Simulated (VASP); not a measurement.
Data:

```yaml
crystal:
  lattice:
    - [-1.45310, 1.45310, 5.12629]
    - [1.45310, -1.45310, 5.12629]
    - [1.45310, 1.45310, -5.12629]
  atoms:
    - { symbol: Ta, position: [0.74877, 0.74877, 0.00000] }
    - { symbol: Ta, position: [0.49877, 0.99877, 0.50000] }
    - { symbol: N, position: [0.16723, 0.16723, 0.00000] }
    - { symbol: N, position: [0.91723, 0.41723, 0.50000] }
```

Method: r2SCAN meta-GGA, VASP's PBE PAW potentials (set 64) (plane waves; VASP). Settings: 520 eV cut-off, 12×12×12 Γ-centred mesh, tetrahedra with Blöchl corrections, potentials Ta_pv N.

Unless said otherwise, spin-orbit coupling is left out, though it shifts the bands of the heavy elements here.

Q: Give the energies of bands 9 to 19 at the high-symmetry points, in eV from the valence-band maximum.

A: 
| band | Γ | X | P | N | M | S | R |
|---|---|---|---|---|---|---|---|
| 9 | -8.52 | -7.49 | -7.62 | -8.82 | -6.79 | -8.79 | -7.54 |
| 10 | -5.18 | -7.49 | -7.62 | -7.73 | -6.79 | -7.71 | -7.54 |
| 11 | -4.45 | -6.80 | -6.57 | -5.58 | -4.96 | -5.53 | -6.73 |
| 12 | -4.45 | -6.80 | -6.57 | -5.48 | -4.96 | -5.33 | -6.73 |
| 13 | -3.56 | -4.90 | -5.03 | -4.57 | -3.78 | -4.58 | -4.86 |
| 14 | -3.56 | -4.90 | -5.03 | -3.71 | -3.78 | -4.11 | -4.86 |
| 15 | -3.26 | -0.67 | -0.64 | -2.29 | -3.02 | -2.23 | -0.73 |
| 16 | -3.12 | -0.67 | -0.64 | -1.25 | -3.02 | -0.86 | -0.73 |
| 17 | 2.03 | 4.45 | 4.47 | 1.52 | 3.57 | 1.22 | 4.35 |
| 18 | 3.24 | 4.45 | 4.47 | 2.66 | 3.57 | 2.43 | 4.35 |
| 19 | 3.30 | 5.41 | 5.41 | 3.28 | 3.83 | 3.93 | 5.27 |

The gap is indirect, 0.82 eV, from the valence maximum at (-0.33, 0.33, 0.33) to the conduction minimum at (-0.25, 0.25, 0.00).

The structure was generated: TaN was put into the NbAs type (I4_1md), which need not be its known phase. It was relaxed first, which changed the volume by +23 %.
